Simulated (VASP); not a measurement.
```xyz
3
Lattice="1.8832 -3.2618 0.0000 1.8832 3.2618 0.0000 0.0000 0.0000 5.8495" Properties=species:S:1:pos:R:3 pbc="T T T"
Sn     0.0000     0.0000     0.0000
Se     1.8832     1.0873     1.5597
Se     1.8832    -1.0873     4.2898
```

The numbers are results of LDA (Ceperley-Alder, Perdew-Zunger), VASP's LDA PAW potentials (set 64) (plane waves; VASP), not measurements. Settings: 520 eV cut-off, 7×7×4 Γ-centred mesh, Gaussian smearing of 0.050 eV, potentials Sn_d Se.

Task: The ions and cell shape at fixed volume are relaxed. Predict the relaxed structure.

Result: 
```xyz
3
Lattice="1.8972 -3.2860 0.0000 1.8972 3.2860 0.0000 0.0000 0.0000 5.7636" Properties=species:S:1:pos:R:3 pbc="T T T"
Sn     0.0000     0.0000     0.0000
Se     1.8972     1.0953     1.5769
Se     1.8972    -1.0953     4.1867
```
Space group P-3m1 (164), at a tolerance of 0.03 Å.

Task: How much energy does the relaxation gain?

Result: The energy (σ→0) changes by -3.6 meV/atom, in 7 ionic steps.

| step | E(σ→0) (eV) | max force (eV/Å) | pressure (GPa) | volume (Å³) |
|---|---|---|---|---|
| 1 | -13.7726 | 0.283 | 2.41 | 71.86 |
| 2 | -13.7783 | 0.137 | 1.89 | 71.86 |
| 3 | -13.7799 | 0.015 | 1.45 | 71.86 |
| 4 | -13.7820 | 0.016 | 1.31 | 71.86 |
| 5 | -13.7834 | 0.017 | 1.04 | 71.86 |
| 6 | -13.7834 | 0.017 | 1.03 | 71.86 |
| 7 | -13.7835 | 0.000 | 0.97 | 71.86 |

The compound is SnSe2 in the 1T layered structure. This cell is one point of a volume scan, at 0.97 of the reference volume. Symmetry was kept, so distortions that lower it aren't found.
